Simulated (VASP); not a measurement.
Input:

```
CELL_PARAMETERS angstrom
      2.82931     0.00000     0.00000
      0.00000     2.78428     0.00000
      0.00000     0.00000     3.96764
ATOMIC_POSITIONS crystal
  Ti 0.00000 0.00000 0.00000
  Al 0.52424 0.50000 0.50000
```

Level of theory: PBE GGA + U (Dudarev), VASP's PBE PAW potentials (set 64) (plane waves; VASP). Numerical set-up: 400 eV cut-off, 12×12×8 Γ-centred mesh, first-order Methfessel-Paxton smearing of 0.10 eV, potentials Ti_sv Al, U − J: Ti 3.00 eV.

Task: What does the run give for the energy per atom (σ→0), pressure, largest force, band gap (on the k-mesh) with the smallest direct gap where there is one?

Result: 
```yaml
band gap (on the k-mesh): none (metal, semimetal or under 0.01 eV)
energy per atom (σ→0): -5.036 eV/atom
pressure: 8.49 GPa
largest_force: 0.372 eV/Å
```

Total energies compare only between runs with the same potentials, cut-off and functional.

The compound is TiAl in the L1_0 structure. The cell was not relaxed at this level, atoms are displaced from their ideal sites. The run is one of a series of settings (LDAU = .TRUE., LDAUJ = 0 0, LDAUL = 2 -1, LDAUTYPE = 2, LDAUU = 3.0 0 against the base run), some of them coarse on purpose. The electron count is odd and the run is not spin-polarised, which forces a metal.
